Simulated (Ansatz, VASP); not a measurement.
**Cross-check of TiPbSe3 between VASP and Ansatz**

Wanted: the spread between two codes on one cell, functional and k mesh. The cell is generated by rule, not measured, and may not be a known phase. The cell is taken from a series of runs on this material, whose earlier steps may have relaxed, scaled, displaced or heated it; both programs get it as it stands.

Method: plane waves, with VASP 6.6.1 beside it; zone-centre phonons at PBEsol, in Ansatz 0.2.0.

The structure was built from a prototype and need not be the compound's stable phase.

## Step 1: Set-up

Symmetry: Pm-3m, No. 221, cubic system. The conventional cell has a = 4.932 Å, b = 4.932 Å, c = 4.932 Å, α = 90.00°, β = 90.00°, γ = 90.00°. Nearest to Ti lie 6 Se at 2.47 Å. Pb has 12 Se at 3.49 Å nearest. Se has 2 Ti at 2.47 Å and 4 Pb at 3.49 Å nearest. Farther neighbours and most contacts between anions are not listed.

## Step 2: VASP: zone-centre phonons, PBEsol

Second derivatives magnify differences that forces hide, and they need a tight electronic threshold.

Lines of VASP's logs that name or quote its potential files are left out, and so is its time.

Contents of INCAR:

```
SYSTEM = TiPbSe3
PREC = Accurate
ENCUT = 500
EDIFF = 1E-08
NELM = 120
ISMEAR = 1
SIGMA = 0.2
LREAL = .FALSE.
ALGO = Normal
GGA = PS
NBANDS = 28
LASPH = .TRUE.
LORBIT = 11
LWAVE = .FALSE.
LCHARG = .FALSE.
ISIF = 2
IBRION = 8
GGA_COMPAT = .FALSE.
KPAR = 2
```

Contents of POSCAR:

```
TiPbSe3
1.0
    4.9321777088      0.0000000000      0.0000000000
    0.0000000000      4.9321777088      0.0000000000
    0.0000000000      0.0000000000      4.9321777088
Ti Pb Se
1 1 3
Direct
    0.5000000000      0.5000000000      0.5000000000
    0.0000000000      0.0000000000      0.0000000000
    0.0000000000      0.5000000000      0.5000000000
    0.5000000000      0.0000000000      0.5000000000
    0.5000000000      0.5000000000      0.0000000000
```

Contents of KPOINTS:

```
Automatic mesh
0
Gamma
8 8 8
0 0 0
```

PAW data sets: Ti_sv, Pb_d and Se (PBE family, release 64).

Run with:

```bash
$ mpirun -np 2 vasp_std
```

Numbers of over 12 decimals in the logs are rounded to 6 here.

The program printed:

```text
[banner, memory and clock lines left out]
running    2 mpi-ranks, on    1 nodes
 distrk:  each k-point on    1 cores,    2 groups
 distr:  one band on    1 cores,    1 groups

 POSCAR found type information on POSCAR TiPbSe
 POSCAR found :  3 types and       5 ions
|                                                                             |
|               ----> ADVICE to this user running VASP <----                  |
|                                                                             |
|     You enforced a specific xc type in the INCAR file but a different       |
|     [... a line on the potential file left out ...]
|     I HOPE YOU KNOW WHAT YOU ARE DOING!                                     |
|                                                                             |

 LDA part: xc-table for (Slater+PW92), standard interpolation
 POSCAR, INCAR and KPOINTS ok, starting setup
 FFT: planning ... GRIDC
 FFT: planning ... GRID_SOFT
 FFT: planning ... GRID
 WAVECAR not read
 entering main loop
       N       E                     dE             d eps       ncg     rms          rms(c)
DAV:   1     0.460222885095E+03    0.46022E+03   -0.20128E+04  1960   0.156E+03
DAV:   2     0.320540126225E+02   -0.42817E+03   -0.41770E+03  2004   0.434E+02
DAV:   3    -0.264072114131E+02   -0.58461E+02   -0.55756E+02  3244   0.153E+02
DAV:   4    -0.305922117329E+02   -0.41850E+01   -0.41686E+01  2820   0.328E+01
DAV:   5    -0.308150790833E+02   -0.22287E+00   -0.22274E+00  2980   0.656E+00    0.136E+01
DAV:   6    -0.289407419729E+02    0.18743E+01   -0.30218E+01  2608   0.353E+01    0.142E+01
DAV:   7    -0.275025755265E+02    0.14382E+01   -0.31837E+01  2612   0.328E+01    0.648E+00
DAV:   8    -0.268326437530E+02    0.66993E+00   -0.17937E+00  2200   0.979E+00    0.167E+00
DAV:   9    -0.268539642016E+02   -0.21320E-01   -0.53694E-01  3000   0.392E+00    0.175E+00
DAV:  10    -0.268238992987E+02    0.30065E-01   -0.14132E-01  2476   0.251E+00    0.306E-01
DAV:  11    -0.268258682435E+02   -0.19689E-02   -0.10903E-02  2520   0.719E-01    0.425E-01
DAV:  12    -0.268246221025E+02    0.12461E-02   -0.53659E-03  2480   0.542E-01    0.408E-02
DAV:  13    -0.268246314798E+02   -0.93772E-05   -0.23789E-04  2824   0.947E-02    0.231E-02
DAV:  14    -0.268246300167E+02    0.14631E-05   -0.51649E-05  2500   0.532E-02    0.131E-02
DAV:  15    -0.268246287405E+02    0.12761E-05   -0.96714E-06  2388   0.255E-02    0.236E-03
DAV:  16    -0.268246287994E+02   -0.58865E-07   -0.13500E-06  2524   0.941E-03    0.263E-03
DAV:  17    -0.268246287285E+02    0.70906E-07   -0.50039E-07  2676   0.479E-03    0.481E-04
DAV:  18    -0.268246287399E+02   -0.11346E-07   -0.19556E-08  2032   0.871E-04    0.442E-04
DAV:  19    -0.268246287303E+02    0.95188E-08   -0.45231E-09  1384   0.486E-04
   1 F= -.26824629E+02 E0= -.26823782E+02  d E =-.254033E-02
 Linear response reoptimize wavefunctions to high precision
DAV:   1    -0.268246287298E+02    0.53433E-09   -0.28072E-09  1676   0.280E-04
DAV:   2    -0.268246287298E+02   -0.90949E-12   -0.35299E-10  1284   0.177E-04
 Linear response DOF=           4
 Linear response progress:
  Degree of freedom:   1/  4
       N       E                     dE             d eps       ncg     rms          rms(c)
RMM:   1    -0.750251612280E+00   -0.75025E+00    0.12367E+01  4665   0.887E+01
RMM:   2    -0.711933793105E+00    0.38318E-01   -0.34460E-01  7304   0.306E+00    0.205E-01
RMM:   3    -0.710470065114E+00    0.14637E-02   -0.27326E-02  8427   0.658E-01    0.986E-02
RMM:   4    -0.710599307356E+00   -0.12924E-03   -0.13303E-02  9367   0.337E-01    0.280E-02
RMM:   5    -0.711653712146E+00   -0.10544E-02   -0.21436E-03  9480   0.152E-01    0.245E-02
RMM:   6    -0.711971849195E+00   -0.31814E-03   -0.83205E-04  9356   0.908E-02    0.160E-02
RMM:   7    -0.712713346869E+00   -0.74150E-03   -0.30129E-04  8969   0.625E-02    0.466E-03
RMM:   8    -0.712539117481E+00    0.17423E-03   -0.17232E-04  9731   0.372E-02    0.253E-03
RMM:   9    -0.712593514518E+00   -0.54397E-04   -0.10762E-04  9866   0.256E-02    0.168E-03
RMM:  10    -0.712628338191E+00   -0.34824E-04   -0.72976E-05 10100   0.175E-02    0.122E-03
RMM:  11    -0.712649256524E+00   -0.20918E-04   -0.54279E-05  9407   0.132E-02    0.349E-04
RMM:  12    -0.712652949477E+00   -0.36930E-05   -0.42811E-05 10168   0.100E-02    0.384E-04
RMM:  13    -0.712660230622E+00   -0.72811E-05   -0.33704E-05  9581   0.815E-03    0.120E-04
RMM:  14    -0.712665422633E+00   -0.51920E-05   -0.29831E-05  9511   0.675E-03    0.124E-04
RMM:  15    -0.712663447686E+00    0.19749E-05   -0.25944E-05  9933   0.566E-03    0.159E-04
RMM:  16    -0.712663744464E+00   -0.29678E-06   -0.22581E-05 10356   0.485E-03    0.211E-04
RMM:  17    -0.712664190563E+00   -0.44610E-06   -0.20220E-05 10319   0.423E-03    0.298E-04
RMM:  18    -0.712664470776E+00   -0.28021E-06   -0.17821E-05  9833   0.377E-03    0.313E-04
RMM:  19    -0.712665093567E+00   -0.62279E-06   -0.15836E-05  9594   0.341E-03    0.294E-04
RMM:  20    -0.712665280956E+00   -0.18739E-06   -0.14609E-05 10020   0.307E-03    0.360E-04
RMM:  21    -0.712665553350E+00   -0.27239E-06   -0.13348E-05 10175   0.280E-03    0.408E-04
RMM:  22    -0.712665516533E+00    0.36817E-07   -0.12231E-05  9720   0.259E-03    0.410E-04
[...]
RMM:   3    -0.339904730743E+00    0.26687E-03   -0.10097E-03  7746   0.152E-01    0.237E-02
RMM:   4    -0.339539535620E+00    0.36520E-03   -0.18007E-04  8086   0.572E-02    0.522E-03
RMM:   5    -0.339484105943E+00    0.55430E-04   -0.46796E-05  8478   0.251E-02    0.301E-03
RMM:   6    -0.339496004340E+00   -0.11898E-04   -0.11391E-05  8623   0.129E-02    0.249E-03
RMM:   7    -0.339518922820E+00   -0.22918E-04   -0.39650E-06  8862   0.711E-03    0.626E-04
RMM:   8    -0.339524016536E+00   -0.50937E-05   -0.17676E-06  9239   0.397E-03    0.258E-04
RMM:   9    -0.339527275764E+00   -0.32592E-05   -0.63707E-07  9260   0.228E-03    0.127E-04
RMM:  10    -0.339529005086E+00   -0.17293E-05   -0.32026E-07  9136   0.142E-03    0.530E-05
RMM:  11    -0.339529299343E+00   -0.29426E-06   -0.17553E-07  9297   0.925E-04    0.131E-05
RMM:  12    -0.339529193683E+00    0.10566E-06   -0.19762E-07  9809   0.627E-04    0.123E-05
RMM:  13    -0.339529268693E+00   -0.75011E-07   -0.13628E-07  9687   0.440E-04    0.802E-06
RMM:  14    -0.339529371924E+00   -0.10323E-06   -0.14612E-07  9591   0.329E-04    0.688E-06
RMM:  15    -0.339529548589E+00   -0.17666E-06   -0.19650E-07  9400   0.260E-04    0.441E-06
RMM:  16    -0.339529451976E+00    0.96612E-07   -0.12816E-07  9288   0.211E-04    0.483E-06
RMM:  17    -0.339529486809E+00   -0.34833E-07   -0.12198E-07  9707   0.174E-04    0.397E-06
RMM:  18    -0.339529523194E+00   -0.36384E-07   -0.10170E-07  9694   0.149E-04    0.297E-06
RMM:  19    -0.339529549836E+00   -0.26643E-07   -0.79639E-08  9586   0.131E-04    0.145E-06
RMM:  20    -0.339529585545E+00   -0.35709E-07   -0.79014E-08  9629   0.117E-04    0.358E-07
RMM:  21    -0.339529594229E+00   -0.86844E-08   -0.59935E-08  9624   0.106E-04    0.353E-07
 first order change of Fermi-energy   0.57666E-04
 force on displaced ion       2 direction 1 :   2.295   0.000   0.000
 Linear response progress:
  Degree of freedom:   3/  4
       N       E                     dE             d eps       ncg     rms          rms(c)
RMM:   1    -0.958438891204E-01   -0.95844E-01    0.47101E-02  8274   0.155E+00
RMM:   2    -0.919080286882E-01    0.39359E-02   -0.75030E-03  7901   0.415E-01    0.112E-01
RMM:   3    -0.925175569962E-01   -0.60953E-03   -0.30559E-03  8713   0.229E-01    0.597E-02
RMM:   4    -0.931699150463E-01   -0.65236E-03   -0.17198E-03  8851   0.136E-01    0.158E-02
RMM:   5    -0.932334933025E-01   -0.63578E-04   -0.51409E-04  9346   0.772E-02    0.139E-02
RMM:   6    -0.932819813791E-01   -0.48488E-04   -0.29424E-04  9183   0.494E-02    0.559E-03
RMM:   7    -0.933223913643E-01   -0.40410E-04   -0.15141E-04  9736   0.319E-02    0.237E-03
RMM:   8    -0.933365055835E-01   -0.14114E-04   -0.86631E-05  9762   0.211E-02    0.108E-03
RMM:   9    -0.933419836814E-01   -0.54781E-05   -0.56048E-05 10040   0.146E-02    0.646E-04
RMM:  10    -0.933498293523E-01   -0.78457E-05   -0.35651E-05  9699   0.103E-02    0.554E-04
RMM:  11    -0.933571460434E-01   -0.73167E-05   -0.24684E-05  9401   0.757E-03    0.429E-04
RMM:  12    -0.933523562445E-01    0.47898E-05   -0.23123E-05  9362   0.546E-03    0.432E-04
RMM:  13    -0.933530221591E-01   -0.66591E-06   -0.23336E-05 10045   0.396E-03    0.585E-04
RMM:  14    -0.933529734934E-01    0.48666E-07   -0.23703E-05 10012   0.291E-03    0.793E-04
RMM:  15    -0.933540269191E-01   -0.10534E-05   -0.20409E-05  9287   0.227E-03    0.664E-04
RMM:  16    -0.933550846762E-01   -0.10578E-05   -0.18225E-05  9392   0.177E-03    0.544E-04
RMM:  17    -0.933562017257E-01   -0.11170E-05   -0.15926E-05  9527   0.141E-03    0.443E-04
RMM:  18    -0.933564064997E-01   -0.20477E-06   -0.13662E-05 10229   0.106E-03    0.468E-04
RMM:  19    -0.933554371913E-01    0.96931E-06   -0.10755E-05  9342   0.925E-04    0.604E-04
RMM:  20    -0.933555796846E-01   -0.14249E-06   -0.92934E-06  9694   0.708E-04    0.616E-04
RMM:  21    -0.933552951650E-01    0.28452E-06   -0.82192E-06  9470   0.595E-04    0.682E-04
RMM:  22    -0.933554867275E-01   -0.19156E-06   -0.64341E-06  9550   0.492E-04    0.671E-04
 first order change of Fermi-energy  -0.16358E-02
 force on displaced ion       3 direction 1 : -11.525  -0.000   0.000
 Linear response progress:
  Degree of freedom:   4/  4
       N       E                     dE             d eps       ncg     rms          rms(c)
RMM:   1    -0.929041608345E-01   -0.92904E-01    0.21248E-02 14319   0.973E-01
RMM:   2    -0.883815399014E-01    0.45226E-02   -0.74746E-03 13574   0.353E-01    0.435E-02
RMM:   3    -0.887163857539E-01   -0.33485E-03   -0.15825E-03 14679   0.160E-01    0.219E-02
RMM:   4    -0.890347140358E-01   -0.31833E-03   -0.44800E-04 14593   0.736E-02    0.789E-03
RMM:   5    -0.890916922730E-01   -0.56978E-04   -0.16064E-04 15222   0.357E-02    0.658E-03
RMM:   6    -0.891051578553E-01   -0.13466E-04   -0.62763E-05 14997   0.206E-02    0.508E-03
RMM:   7    -0.891217563831E-01   -0.16599E-04   -0.33200E-05 15287   0.136E-02    0.188E-03
RMM:   8    -0.891262198907E-01   -0.44635E-05   -0.18928E-05 15952   0.881E-03    0.894E-04
RMM:   9    -0.891283000410E-01   -0.20802E-05   -0.99421E-06 16259   0.594E-03    0.619E-04
RMM:  10    -0.891299028993E-01   -0.16029E-05   -0.51313E-06 16077   0.416E-03    0.561E-04
RMM:  11    -0.891306470106E-01   -0.74411E-06   -0.13007E-06 16447   0.298E-03    0.566E-04
RMM:  12    -0.891279685400E-01    0.26785E-05    0.18432E-06 14667   0.230E-03    0.123E-03
RMM:  13    -0.891357415944E-01   -0.77731E-05    0.43211E-06 14319   0.217E-03    0.312E-04
RMM:  14    -0.891348892119E-01    0.85238E-06    0.72580E-06 15033   0.131E-03    0.946E-05
[...]
RMM:  25    -0.891352561365E-01    0.24721E-08    0.14397E-06 14243   0.147E-04    0.167E-05
RMM:  26    -0.891352590249E-01   -0.28884E-08    0.12373E-06 15058   0.131E-04    0.202E-05
RMM:  27    -0.891352663429E-01   -0.73180E-08    0.10594E-06 14327   0.117E-04    0.218E-05
RMM:  28    -0.891352732684E-01   -0.69255E-08    0.92324E-07 13828   0.105E-04    0.233E-05
RMM:  29    -0.891352617528E-01    0.11516E-07    0.79217E-07 13518   0.962E-05    0.282E-05
RMM:  30    -0.891352777819E-01   -0.16029E-07    0.69855E-07 13759   0.888E-05    0.266E-05
RMM:  31    -0.891352768693E-01    0.91256E-09    0.60779E-07 12799   0.813E-05    0.289E-05
RMM:  32    -0.891352735361E-01    0.33332E-08    0.45725E-07 12624   0.756E-05    0.312E-05
 first order change of Fermi-energy  -0.11293E-03
 force on displaced ion       3 direction 2 :   0.000   0.578   0.000
 Linear response finished
```

(Part 1 of 2 ends here.)

[Lines on the potential files, build, host, timing and source positions are cut from VASP's logs without a mark.]

[Logs are printed without paths, hosts, clocks, repeated set-up lines and the standing remarks that a program may print on its own settings, such as how far it seeks lower states.]

[Hosts, paths, dates, database ids (printed as entryN), source tags and the programs' standing remarks are cut or masked in the printed files.]
